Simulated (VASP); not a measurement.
Computed with r2SCAN meta-GGA, VASP's PBE PAW potentials (set 64) (plane waves; VASP).

VASP ran on this input.

**KPOINTS_OPT**
```
k-points along high-symmetry lines
10
Line-mode
Reciprocal
  0.000000   0.000000   0.000000 ! GAMMA
 -0.500000  -0.500000   0.000000 ! X

 -0.500000  -0.500000   0.000000 ! X
 -0.375000  -0.375000   0.250000 ! U

 -0.375000   0.000000   0.375000 ! K
  0.000000   0.000000   0.000000 ! GAMMA

  0.000000   0.000000   0.000000 ! GAMMA
 -0.000000  -0.000000   0.500000 ! L

 -0.000000  -0.000000   0.500000 ! L
 -0.500000  -0.250000   0.250000 ! W

 -0.500000  -0.250000   0.250000 ! W
 -0.500000  -0.500000   0.000000 ! X
```

### KPOINTS
```
Automatic mesh
0
Gamma
11 11 11
0 0 0
```

**POSCAR**
```
BP
1.0
  0.0000000000   2.2659876387   2.2659876387
  2.2659876387   0.0000000000   2.2659876387
  2.2659876387   2.2659876387   0.0000000000
B P
1 1
Direct
  0.0000000000   0.0000000000   0.0000000000
  0.2500000000   0.2500000000   0.2500000000
```

INCAR:
```
SYSTEM = BP
PREC = Accurate
ENCUT = 520
EDIFF = 1E-7
NELM = 100
ALGO = Normal
LREAL = .FALSE.
LASPH = .TRUE.
ISMEAR = -5
METAGGA = R2SCAN
LMIXTAU = .TRUE.
LWAVE = .FALSE.
LCHARG = .FALSE.
LORBIT = 11
NEDOS = 601
ISIF = 2
```

POTCAR, in this order: B P (PBE.64 set). Program: vasp_std.

Question: What does the run give for the energy per atom (σ→0), band gap (over mesh and band path)?

Answer: 
energy per atom (σ→0): -8.656 eV/atom
band gap (over mesh and band path): 1.45 eV

File OSZICAR:
```
...
DAV:  16    -0.173115823360E+02   -0.13447E-04   -0.46397E-06   896   0.267E-02    0.301E-03
DAV:  17    -0.173115814441E+02    0.89198E-06   -0.16445E-07  1184   0.472E-03    0.229E-03
DAV:  18    -0.173115826106E+02   -0.11665E-05   -0.17032E-07   936   0.429E-03    0.103E-03
DAV:  19    -0.173115820513E+02    0.55930E-06   -0.47020E-08   448   0.200E-03    0.947E-04
DAV:  20    -0.173115821198E+02   -0.68526E-07   -0.31692E-09   448   0.592E-04
   1 F= -.17311582E+02 E0= -.17311582E+02  d E =0.000000E+00
       N       E                     dE             ncg
       N       E                     dE             ncg
```

The compound is BP in the zinc blende structure. It was relaxed first.
